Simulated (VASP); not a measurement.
Write the native input for VASP 6.6.1 that does the following.

| Quantity | Value |
| --- | --- |
| Task | single point |
| Functional | PBEsol |
| Potentials or basis | VASP PAW PBE potentials, release 64 (Mg, B) |
| Cutoff | 520 eV |
| k mesh | 2 × 2 × 2 |
| Occupations | fermi-dirac, width 0.05 eV |
| Spin | no spin polarisation |
| Dipole correction | no |
| Further INCAR settings | ALGO = Fast; EDIFF = 1e-06; NBANDS = 26 |

The structure of Mg12B (a cell with a defect) lies in POSCAR:

```
Mg12B
1.0
    6.4200000000      0.0000000000      0.0000000000
   -4.8150000000      8.3398250000      0.0000000000
    0.0000000000      0.0000000000      5.2130400000
Mg B
12 1
Direct
    0.0579402734      0.0171706241     -0.0176288691
    0.1414877707      0.1731571106      0.4993439529
   -0.0531864513      0.3132799549     -0.0202377116
    0.1862289194      0.5563426091      0.4175874346
    0.0323471324      0.6432748889     -0.0543061246
    0.1554563815      0.8591547185      0.3926883354
    0.5080093975     -0.0212834202     -0.0632260639
    0.6336620200      0.2252565252      0.5059044243
    0.5205264964      0.3496116525      0.0188757424
    0.6322711492      0.5538485520      0.4853406074
    0.5652122485      0.6804699139     -0.0113369550
    0.6918069547      0.9178609863      0.4459585961
    0.8961625383      0.7886736232      0.7236660375
```

The cell was built by a generator and needn't be a form met in nature.

These files were run (other wordings do the same):

INCAR

```
ALGO     = Fast           # electronic algorithm
EDIFF    = 1E-6           # SCF threshold, eV
ENCUT    = 520            # plane-wave cutoff, eV
GGA      = PS             # functional
ISIF     = 2              # what is computed and relaxed
ISMEAR   = -1             # smearing method
LASPH    = True           # aspherical terms in the spheres
LCHARG   = False          # write CHGCAR
LREAL    = False          # projectors in reciprocal space
LWAVE    = False          # write WAVECAR
NBANDS   = 26             # bands
NELM     = 100            # most SCF steps
PREC     = Accurate       # precision mode
SIGMA    = 0.05           # smearing width, eV
```

KPOINTS

```
k-points
0
Gamma
  2 2 2
```

Potentials or basis: VASP PAW PBE potentials, release 64 (Mg, B).

Command:

```sh
$ cat potpaw_PBE.64/Mg/POTCAR potpaw_PBE.64/B/POTCAR > POTCAR
$ mpirun -np 1 vasp_std > vasp.out
```

Results of the run:

```
Pressure               : 1.1 GPa
Largest force          : 1.231 eV/Å
Band gap on the k mesh : none (metal or under the smearing width)
```

Caveat: the k mesh is coarse (spacing up to 0.60 Å⁻¹), so the values aren't converged; the PAW data sets were made with another functional, which shifts forces and pressure a little.

Wall time 39 s on 1 thread of Intel(R) Xeon(R) 6975P-C (Granite Rapids) (shared host), peak memory 0.35 GiB.
